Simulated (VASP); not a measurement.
An input for Quantum ESPRESSO's pw.x (written as the equivalent of a VASP run, and not itself run):

```
&CONTROL
  calculation = 'scf'
  pseudo_dir = './pseudo'
  outdir = './out'
  tprnfor = .true.
  tstress = .true.
/
&SYSTEM
  ibrav = 0
  nat = 3
  ntyp = 2
  ecutwfc = 84
  occupations = 'smearing'
  smearing = 'gaussian'
  degauss = 0.003675
  input_dft = 'pbe'
/
&ELECTRONS
  conv_thr = 7.3e-08
  electron_maxstep = 100
/
ATOMIC_SPECIES
  Ca 40.078 Ca.upf
  F 18.998 F.upf
CELL_PARAMETERS angstrom
     0.0000000    2.6790530    2.7246080
     2.7372100    0.0000000    2.7246080
     2.7372100    2.6790530    0.0000000
ATOMIC_POSITIONS crystal
  Ca   0.0000000  0.0000000  0.0000000
  F    0.2500000  0.2500000  0.2500000
  F    0.7369940  0.7630060  0.7630060
K_POINTS automatic
  6 6 6 0 0 0
```

Q: Translate this input to VASP (INCAR, KPOINTS, POSCAR, choice of POTCAR).

A: This is not unique; one that fits is 
INCAR:
```
ALGO = Normal
EDIFF = 1E-6
ENCUT = 450
GGA = PE
ISIF = 2
ISMEAR = 0
LASPH = .True.
LCHARG = .False.
LREAL = .False.
LWAVE = .False.
NELM = 100
PREC = Accurate
SIGMA = 0.05
SYSTEM = CaF2
```

**POSCAR**
```
CaF2
2.737210
  0.0000000000   0.9787531830   0.9953960420
  1.0000000000   0.0000000000   0.9953960420
  1.0000000000   0.9787531830   0.0000000000
Ca F
1 2
Cartesian
  0.0000000000   0.0000000000   0.0000000000
  0.5000000000   0.4893765915   0.4976980210
  1.5260120000   1.4681297745   1.4930940629
```

KPOINTS:
```
Regular mesh
0
gamma
6 6 6
```

POTCAR, in this order: Ca_sv F (PBE.64 set). Program: vasp_std.

The two are equivalent in intent, not identical: the potentials are each code's own (VASP's PAW set, PseudoDojo norm-conserving files in pw.x), so ENCUT and ecutwfc are chosen apart and not converted; conv_thr bounds pw.x's estimated SCF error, while EDIFF bounds the energy change between steps.

The compound is CaF2 in the fluorite structure. The cell was not relaxed at this level, atoms are displaced from their ideal sites. The run is one of a series of settings (ENCUT = 450 against the base run), some of them coarse on purpose.
